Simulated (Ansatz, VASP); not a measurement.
# Cross-check of SrTiO3 between VASP and Ansatz, part 2 of 2

Aim: how closely do two programs agree when they are given the same cell, functional and k mesh? The cell is a member of a volume series, scaled by 0.96 from a relaxed one, so a pressure remains.

VASP 6.6.1 and Ansatz 0.2.0.

So far: Starting point; VASP: zone-centre phonons, LDA, volume scaled by 0.96.

## (3) Ansatz: zone-centre phonons, LDA, volume scaled by 0.96

Level of this step: Ansatz beside VASP: Kohn-Sham DFT, plane waves, LDA (Ansatz).

Ansatz runs on its default PAW (the set named soft_2) files.

The same cell, functional (in two slightly different forms), mesh and smearing now go to Ansatz, which takes its cutoff from its data sets.

input.yaml

```yaml
crystal:
  lattice:
    - [3.8086206835, 0.0, 0.0]
    - [0.0, 3.8086206835, 0.0]
    - [0.0, 0.0, 3.8086206835]
  atoms:
    - { symbol: Sr, position: [0.5, 0.5, 0.5] }
    - { symbol: Ti, position: [0.0, 0.0, 0.0] }
    - { symbol: O, position: [0.5, 0.0, 0.0] }
    - { symbol: O, position: [0.0, 0.5, 0.0] }
    - { symbol: O, position: [0.0, 0.0, 0.5] }
hamiltonian:
  xc: lda
  pseudopotentials: { kind: paw }
kpoints:
  mp_grid: { grid: [6, 6, 6] }
scf:
  occupations: { method: gaussian, width: 0.03 }
phonons:
  method: dfpt
  qpoints: [[0, 0, 0]]
```

Command:

```sh
> ansatz run input.yaml --threads 4 --pin off --max-ram 9216MiB --backend cpu --events-out ev --progress --plain --runs-dir out
```

Numbers of over 12 decimals in the logs are rounded to 6 here.

What it wrote:

```text
zone centre: on kpoints.mp_grid the ground state, and the responses unless they are solved on pairs of k-points, stand on 64 of the mesh's 216 k-points, reduced under 8 symmetry operations, with k and −k counted as one. Each operation leaves every solved displacement unchanged or reverses it
Engine: ansatz 0.2.0, aarch64-unknown-linux-gnu
Pseudopotentials: kind: paw
Pseudopotential: Sr, paw, valence charge 10, recommended cutoff 420 eV (normal), Sr.paw.azcp
Pseudopotential: Ti, paw, valence charge 12, recommended cutoff 420 eV (normal), Ti.paw.azcp
Pseudopotential: O, paw, valence charge 6, recommended cutoff 420 eV (normal), O.paw.azcp
Functional definition: SPW92
  exchange = slater_x
  correlation = pw_c
Crystal: 5 atoms, lattice volume = 55.246 Å³
Basis set: ecut = 420 eV, 1045 PW (Γ), exchange–correlation on 54×54×54 points (8 copies of the dense FFT grid, shifted against one another)
Bands: 25, of which v1, the nominal top of the filled ones, is band 20 counted from 1 (19 counted from 0)
Symmetry: 48 space group operations
k-points: 64 of 216 (irreducible under 8 space group operations)
Non-local potential: Sr, projectors of the file, l = 0: 3, l = 1: 2, l = 2: 2
Non-local potential: Ti, projectors of the file, l = 0: 3, l = 1: 2, l = 2: 3, l = 3: 1
Non-local potential: O, projectors of the file, l = 0: 2, l = 1: 2, l = 2: 1
PAW form: soft (Blöchl's): semilocal exchange-correlation on the pseudo side does not see the compensation charge
PAW frozen core: Sr, regenerated for the run's functional, and the local potential with it (the file was generated under x = pbe(κ = 0.804, μ = 0.219515), c = pbe(β = 0.066725))
PAW frozen core: Ti, regenerated for the run's functional, and the local potential with it (the file was generated under x = pbe(κ = 0.804, μ = 0.219515), c = pbe(β = 0.066725))
PAW frozen core: O, regenerated for the run's functional, and the local potential with it (the file was generated under x = pbe(κ = 0.804, μ = 0.219515), c = pbe(β = 0.066725))
PAW one-centre angular grid: Sr, 110 points (default); XC on 64 Gauss nodes
PAW one-centre angular grid: Ti, 590 points (default); XC on 64 Gauss nodes
PAW one-centre angular grid: O, 110 points (default); XC on 64 Gauss nodes
Initial density: superposition of atomic densities (neutral atoms: chi_scale 0, normalization atom), corrected by the library's trained network
Initial wavefunctions: pseudopotential atomic-orbital guess
Functional: x = slater, c = lda
SCF iter   1: F=—  HF=-7569.413595 eV  |F-HF|=—  |Δ(HF+E_count)|=         —  Δρ=1.83e-2  dr2=1.65e-1  ethr=1.77e-3  ⟨swp⟩=7.1  Hψ=8424  notcnv=0
preconditioner: auto → Resta (q_TF=auto, 2.585 Å⁻¹)  ε∞=5.7  [insulator: Δε(μ)=1.666 eV  Ē_g=12.591 eV  σ=0.030 eV  W_gap=1.00  n_scr=18 (ndim 8)  ℏωp=27.4 eV  f_vac=0.000  D(μ)=0.00/eV (n_scr^D=0)  ε∞_Penn≈5.7]
SCF iter   2: F=—  HF=-7569.381247 eV  |F-HF|=—  |Δ(HF+E_count)|=   3.23e-2  Δρ=5.82e-3  dr2=1.89e-2  ethr=4.14e-4  ⟨swp⟩=2.2  Hψ=2860  notcnv=0  defer=63
SCF iter   3: F=—  HF=-7569.377576 eV  |F-HF|=—  |Δ(HF+E_count)|=   3.67e-3  Δρ=1.77e-3  dr2=1.50e-3  ethr=4.72e-5  ⟨swp⟩=2.0  Hψ=2300  notcnv=0  defer=64
SCF iter   4: F=—  HF=-7569.377251 eV  |F-HF|=—  |Δ(HF+E_count)|=   3.24e-4  Δρ=1.29e-4  dr2=4.51e-6  ethr=3.76e-6  ⟨swp⟩=2.0  Hψ=1744  notcnv=0  defer=64
SCF iter   5: F=—  HF=-7569.377253 eV  |F-HF|=—  |Δ(HF+E_count)|=   1.78e-6  Δρ=2.47e-5  dr2=3.12e-7  ethr=1.13e-8  ⟨swp⟩=2.1  Hψ=2690  notcnv=0  defer=64
SCF iter   6: F=—  HF=-7569.377252 eV  |F-HF|=—  |Δ(HF+E_count)|=   1.66e-6  Δρ=5.80e-6  dr2=1.48e-8  ethr=7.81e-10  ⟨swp⟩=2.0  Hψ=2212  notcnv=0  defer=64
SCF iter   7: F=—  HF=-7569.377252 eV  |F-HF|=—  |Δ(HF+E_count)|=   3.82e-9  Δρ=1.04e-6  dr2=4.04e-10  ethr=3.71e-11  ⟨swp⟩=2.8  Hψ=2739  notcnv=0  defer=64
SCF iter   8: F=—  HF=-7569.377252 eV  |F-HF|=—  |Δ(HF+E_count)|=  4.18e-11  Δρ=1.90e-7  dr2=1.75e-11  ethr=1.01e-12  ⟨swp⟩=2.0  Hψ=2462  notcnv=0  defer=64
SCF iter   9: F=-7569.377252 eV  HF=-7569.377252 eV  |F-HF|=1.82e-12  |Δ(HF+E_count)|=  3.64e-12  Δρ=3.07e-8  dr2=4.01e-13  ethr=1.00e-12  ⟨swp⟩=11.3  Hψ=8511  notcnv=0
SCF 1 converged in 9 iterations: F = -7569.377252 eV  dr2 = 4.01e-13
  greatest PAW one-centre occupation: 0.999 electrons in one spin orbital (limit 2), on the Ti atom at site 1 (counted from 0), in its partial waves of l = 0
DFPT response loops at Γ: preconditioner auto → none (the input reference at scf.mixing.eps_inf says where Resta's filter doesn't serve); β = 0.50; Broyden in place of MSR1
SCF converged after 9 iterations
Free energy (F): -7569.377252 eV
Harris-Foulkes:  -7569.377252 eV  (|F-HF|=1.82e-12)
Internal energy: -7569.377252 eV  (E = F + TS)
E sigma→0 (E₀):  -7569.377252 eV
Fermi energy:    11.657106 eV
--- Per-component energies (eV) ---
  E_band       = -170.639018
  E_kinetic    = 1052.387460
  E_local      = -2294.003251  (includes V_loc(G=0)·N_el)
  E_nonlocal   = 362.324013
  E_hartree    = 801.172361
  E_xc         = -491.889424
  E_vxc        = -571.200087  (∫ρ·V_xc dr)
  E_paw        = -4035.818667  (= ΣΔE_a)
  E_vpaw       = -322.499583  (= ΣTr[D̂ρ^β])
  E_aug_tail   = 0.007698  (compensation charges beyond the density's cutoff)
  E_ewald      = -2964.468291
  E_core_change = 0.910850  (= ΣΔE_core)
  E_smearing   = -0.000000  (= −TS)
  E_closure    = 0.000000  (closes the sum)
  Σ components = -7569.377252   (vs F -7569.377252, Δ=0.00e0)
--- Band table (eV; the first three rows and the last of 64) ---
  k-point 0: bands = [... 16 lower, 9.3820, 10.4121, 10.4121, 10.4121, 12.6125, 12.6125, 12.6125, 15.5815, ... 1 higher]
  k-point 1: bands = [... 16 lower, 9.1057, 9.5797, 10.2471, 10.2471, 12.6631, 13.2827, 13.2827, 15.6381, ... 1 higher]
  k-point 2: bands = [... 16 lower, 8.4528, 8.6356, 10.0654, 10.0654, 12.7689, 14.3687, 14.3687, 15.6668, ... 1 higher]
  k-point 63: bands = [... 16 lower, 6.7349, 10.7017, 10.7017, 10.7017, 15.6488, 15.6488, 15.6488, 17.9004, ... 1 higher]
--- Phonons (Γ-DFPT): 4 representative perturbations + reference, on 64 of 216 k-points (Σ response iterations 13) ---
  k mesh reduced under 8 symmetry operations, with k and −k counted as one. Each operation leaves every solved displacement unchanged or reverses it
  ASR residual: 8.656e-6 → 0.000e0 eV/Å²; symmetrization residual: 2.843e-6 eV/Å²
  ASR residual per site (eV/Å²): 6.11e-6 8.66e-6 6.53e-6 6.53e-6 6.53e-6
  Γ frequencies (cm⁻¹): 0.00 0.00 0.00 92.27 92.27 92.27 184.94 184.94 184.94 222.48 222.48 222.48 600.57 600.57 600.57
  non-analytic LO–TO correction: not included (Born effective charges unavailable; polar crystals: no LO–TO splitting at Γ)
--- Phonons (arbitrary-q DFPT): 1 explicit q-point ---
  q = [0, 0, 0] (of the zone-centre solve; hermiticity 3.45e-7, symmetrization 3.55e-14): -0.00 -0.00 -0.00 92.27 92.27 92.27 184.94 184.94 184.94 222.48 222.48 222.48 600.57 600.57 600.57
  sum rule: each row above includes the acoustic sum rule's correction from the zone centre's row sums; it moved no ω² by more than (0.33 cm⁻¹)²
```

Run time: 9.7 s. Hardware: 4 threads of Arm Neoverse V2, shared host; peak memory 0.58 GiB.

Reading the cycles: dr2 is the Hartree energy of the density residual (eV), the measure of convergence; HF is the Harris–Foulkes estimate of the energy, which meets the free energy F at convergence.

## (4) Side by side

Known differences besides the potentials themselves: the two LDA forms differ slightly; the cutoff is 420 eV in Ansatz and 560 eV in VASP; VASP's log shows a relativistic correction to its local exchange, Ansatz's none; VASP uses finite displacements, Ansatz perturbation theory. Total energies have different zeros and are not compared.

The two programs side by side:

| quantity | Ansatz | VASP | difference |
| --- | --- | --- | --- |
| optical mode 1 to 3 (cm⁻¹) | 92.3 | 118.7 | -22.25 % |
| optical mode 4 to 6 (cm⁻¹) | 184.9 | 192.4 | -3.86 % |
| optical mode 7 to 9 (cm⁻¹) | 222.5 | 223.8 | -0.58 % |
| optical mode 10 to 12 (cm⁻¹) | 600.6 | 613.8 | -2.15 % |

Modes are paired by rising frequency and degeneracy, not by their patterns, so a pair may still set unlike modes beside each other.

## (5) Further runs

Further runs change the set-up of one program: Ansatz's method, potentials or start, or VASP's data sets, cutoff or form of LDA. The table gives Ansatz less VASP for each quantity, since a change that brings one quantity closer may part another.

| run | optical mode 1 to 3 (%) | optical mode 4 to 6 (%) | optical mode 7 to 9 (%) | optical mode 10 to 12 (%) |
| --- | --- | --- | --- | --- |
| as above | -22 | -3.9 | -0.58 | -2.1 |
| cores kept as stored | -20 | -3.5 | -0.90 | -1.8 |
| Ansatz's larger PAW set (cutoff 910 eV) | -19 | -3.3 | -1.2 | -1.7 |
| norm-conserving potentials (cutoff 1143 eV) | -15 | -2.4 | -0.45 | -1.8 |

## (6) VASP: zone-centre phonons, LDA, volume scaled by 0.92

Second derivatives magnify differences that forces hide, and they need a tight electronic threshold. The cell compared in this pair holds 52.94 Å³, against 55.25 Å³ for the pair before.

INCAR

```
SYSTEM = SrTiO3
PREC = Accurate
ENCUT = 560
EDIFF = 1E-08
NELM = 100
ISMEAR = 0
SIGMA = 0.03
LREAL = .FALSE.
ALGO = Normal
GGA = CA
NBANDS = 26
LASPH = .TRUE.
LORBIT = 11
LWAVE = .FALSE.
LCHARG = .FALSE.
KPAR = 8
IBRION = 6
NFREE = 2
POTIM = 0.015
NSW = 1
ISIF = 2
```

POSCAR

```
SrTiO3
1.0
    3.7549709924      0.0000000000      0.0000000000
    0.0000000000      3.7549709924      0.0000000000
    0.0000000000      0.0000000000      3.7549709924
Sr Ti O
1 1 3
Direct
    0.5000000000      0.5000000000      0.5000000000
    0.0000000000      0.0000000000      0.0000000000
    0.5000000000      0.0000000000      0.0000000000
    0.0000000000      0.5000000000      0.0000000000
    0.0000000000      0.0000000000      0.5000000000
```

KPOINTS

```
Automatic mesh
0
Gamma
6 6 6
0 0 0
```

The projector-augmented-wave data sets are Sr_sv, Ti_sv and O (LDA family, release 64).

Command:

```sh
> mpirun -np 8 vasp_std
```

What it wrote:

```text
[banner, memory and clock lines left out]
running    8 mpi-ranks, on    1 nodes
[...]
[... a notice as in an earlier step ...]

 LDA part: xc-table for (Slater(with rela. corr.)+CA(PZ))
 , standard interpolation
 POSCAR, INCAR and KPOINTS ok, starting setup
[...]
entering main loop
       N       E                     dE             d eps       ncg     rms          rms(c)
DAV:   1     0.450298507838E+03    0.45030E+03   -0.21856E+04  1040   0.180E+03
DAV:   2    -0.695293943067E+01   -0.45725E+03   -0.44349E+03  1186   0.485E+02
DAV:   3    -0.510130340961E+02   -0.44060E+02   -0.43712E+02  1182   0.149E+02
DAV:   4    -0.534601864323E+02   -0.24472E+01   -0.24449E+01  1808   0.302E+01
[...]
DAV:  16    -0.439032698131E+02    0.14930E-06   -0.96421E-07  1404   0.108E-02    0.220E-03
DAV:  17    -0.439032698166E+02   -0.35270E-08   -0.11007E-07  1300   0.262E-03    0.651E-04
DAV:  18    -0.439032698117E+02    0.49149E-08   -0.25974E-08  1006   0.192E-03
   1 F= -.43903270E+02 E0= -.43903270E+02  d E =-.181481E-39
[... from here on, the cycles between the ionic steps are left out ...]
   2 F= -.43902588E+02 E0= -.43902588E+02  d E =-.143983E-39
   3 F= -.43902588E+02 E0= -.43902588E+02  d E =-.144667E-39
   4 F= -.43902389E+02 E0= -.43902389E+02  d E =-.139240E-39
   5 F= -.43902389E+02 E0= -.43902389E+02  d E =-.139793E-39
   6 F= -.43900805E+02 E0= -.43900805E+02  d E =-.174535E-39
   7 F= -.43900805E+02 E0= -.43900805E+02  d E =-.172382E-39
   8 F= -.43902831E+02 E0= -.43902831E+02  d E =-.196098E-39
   9 F= -.43902831E+02 E0= -.43902831E+02  d E =-.191139E-39
 Finite differences progress:
  Degree of freedom:   4/  4
  Displacement:        2/  2
  Total:               8/  8
```

From OUTCAR (step 6):

```text
 POSITION                                       TOTAL-FORCE (eV/Angst)
 -----------------------------------------------------------------------------------
      1.87749      1.87749      1.87749         0.000000     -0.006605      0.000000
      0.00000      0.00000      0.00000         0.000000      0.029223      0.000000
      1.87749     -0.01500      0.00000         0.000000      0.058358      0.000000
      0.00000      1.87749      0.00000         0.000000     -0.096646      0.000000
      0.00000      0.00000      1.87749         0.000000      0.015670      0.000000
 -----------------------------------------------------------------------------------
    total drift:                                0.000000      0.000197     -0.000000

  FREE ENERGIE OF THE ION-ELECTRON SYSTEM (eV)
  ---------------------------------------------------
  free  energy   TOTEN  =       -43.9028314808 eV

  energy  without entropy=      -43.9028314808  energy(sigma->0) =      -43.90283148

[... 1 part as in an earlier step ...]

[... 1 further part left out ...]
[key lines of the parts left out:]
E-fermi :   5.1858
```

## (7) Ansatz: zone-centre phonons, LDA, volume scaled by 0.92

The same cell, functional (in two slightly different forms), mesh and smearing now go to Ansatz, which takes its cutoff from its data sets.

The cell is a member of a volume series, scaled by 0.92 from a relaxed one, so a pressure remains.

Changes to input.yaml since step 3:

```diff
@@ -2,5 +2,5 @@
   lattice:
-    - [3.8086206835, 0.0, 0.0]
-    - [0.0, 3.8086206835, 0.0]
-    - [0.0, 0.0, 3.8086206835]
+    - [3.7549709924, 0.0, 0.0]
+    - [0.0, 3.7549709924, 0.0]
+    - [0.0, 0.0, 3.7549709924]
   atoms:
```

Command:

```sh
> ansatz run input.yaml --threads 4 --pin off --max-ram 9216MiB --backend cpu --events-out ev --progress --plain --runs-dir out
```

What it wrote:

```text
[...]
Crystal: 5 atoms, lattice volume = 52.944 Å³
Basis set: ecut = 420 eV, 1021 PW (Γ), exchange–correlation on 54×54×54 points (8 copies of the dense FFT grid, shifted against one another)
Bands: 25, of which v1, the nominal top of the filled ones, is band 20 counted from 1 (19 counted from 0)
Symmetry: 48 space group operations
k-points: 64 of 216 (irreducible under 8 space group operations)
[...]
k-point 2: bands = [... 16 lower, 9.0530, 9.1554, 10.7542, 10.7542, 13.5109, 15.2220, 15.2220, 16.6689, ... 1 higher]
  k-point 63: bands = [... 16 lower, 7.2887, 11.3585, 11.3585, 11.3585, 16.6008, 16.6008, 16.6008, 18.7395, ... 1 higher]
[...]
ASR residual: 1.883e-5 → 0.000e0 eV/Å²; symmetrization residual: 3.761e-6 eV/Å²
  ASR residual per site (eV/Å²): 1.06e-5 9.33e-6 1.88e-5 1.88e-5 1.88e-5
[...]
--- Phonons (arbitrary-q DFPT): 1 explicit q-point ---
[...]
[key lines of the parts left out:]
SCF converged after 9 iterations
Free energy (F): -7569.189137 eV
Fermi energy:    12.347264 eV
```

It took 9.5 s on 4 threads; peak memory 0.57 GiB.

## (8) Differences

Both answers:

| quantity | Ansatz | VASP | difference |
| --- | --- | --- | --- |
| optical mode 1 to 3 (cm⁻¹) | 129.6 | 148.6 | -12.79 % |
| optical mode 4 to 6 (cm⁻¹) | 200.0 | 204.9 | -2.40 % |
| optical mode 7 to 9 (cm⁻¹) | 217.6 | 220.1 | -1.12 % |
| optical mode 10 to 12 (cm⁻¹) | 659.9 | 675.2 | -2.27 % |

Modes are paired by rising frequency and degeneracy, not by their patterns, so a pair may still set unlike modes beside each other.

## (9) Further runs

Further runs change the set-up of one program: Ansatz's method, potentials or start, or VASP's data sets, cutoff or form of LDA. The table gives Ansatz less VASP for each quantity, since a change that brings one quantity closer may part another.

| run | optical mode 1 to 3 (%) | optical mode 4 to 6 (%) | optical mode 7 to 9 (%) | optical mode 10 to 12 (%) |
| --- | --- | --- | --- | --- |
| as above | -13 | -2.4 | -1.1 | -2.3 |
| cores kept as stored | -12 | -2.2 | -1.5 | -1.9 |
| Ansatz's larger PAW set (cutoff 910 eV) | -11 | -2.0 | -1.6 | -1.7 |
| norm-conserving potentials (cutoff 1143 eV) | -8.6 | -1.1 | -0.75 | -1.8 |

## (10) Summary of results

| Quantity | Value |
| --- | --- |
| r.m.s. difference of the optical zone-centre modes, each program's sorted by frequency (zone-centre phonons, LDA, volume scaled by 0.96) | 15 cm⁻¹ |
| difference in optical mode 1 to 3 (zone-centre phonons, LDA, volume scaled by 0.96) | -22.2 % |
| r.m.s. difference of the optical zone-centre modes, each program's sorted by frequency (zone-centre phonons, LDA, volume scaled by 0.92) | 13 cm⁻¹ |
| difference in optical mode 1 to 3 (zone-centre phonons, LDA, volume scaled by 0.92) | -12.8 % |

In words: The r.m.s. difference of the optical zone-centre modes, each program's sorted by frequency is 15 cm⁻¹ (zone-centre phonons, LDA, volume scaled by 0.96). Among the rows given in per cent, the largest difference of the zone-centre phonons, LDA, volume scaled by 0.96 pair is in optical mode 1 to 3, -22.2 %. Zone-centre phonons, LDA, volume scaled by 0.96, cores kept as stored: the difference in optical mode 7 to 9 goes from -0.58 to -0.90 %. Zone-centre phonons, LDA, volume scaled by 0.96, Ansatz's larger PAW set (cutoff 910 eV): the difference in optical mode 7 to 9 goes from -0.58 to -1.2 %. Zone-centre phonons, LDA, volume scaled by 0.96, norm-conserving potentials (cutoff 1143 eV): the difference in optical mode 1 to 3 goes from -22 to -15 %; the difference in optical mode 4 to 6 goes from -3.9 to -2.4 %. Among the rows given in per cent, the largest difference of the zone-centre phonons, LDA, volume scaled by 0.92 pair is in optical mode 1 to 3, -12.8 %. 2 further runs of this series are not shown here. Such differences can come from data sets, numerical settings and the points named under the comparisons, not from the functional's error against experiment.

[Lines on the potential files, build, host, timing and source positions are cut from VASP's logs without a mark.]

[Logs are printed without paths, hosts, clocks, repeated set-up lines and the standing remarks that a program may print on its own settings, such as how far it seeks lower states.]

[Hosts, paths, dates, database ids (printed as entryN), source tags and the programs' standing remarks are cut or masked in the printed files.]
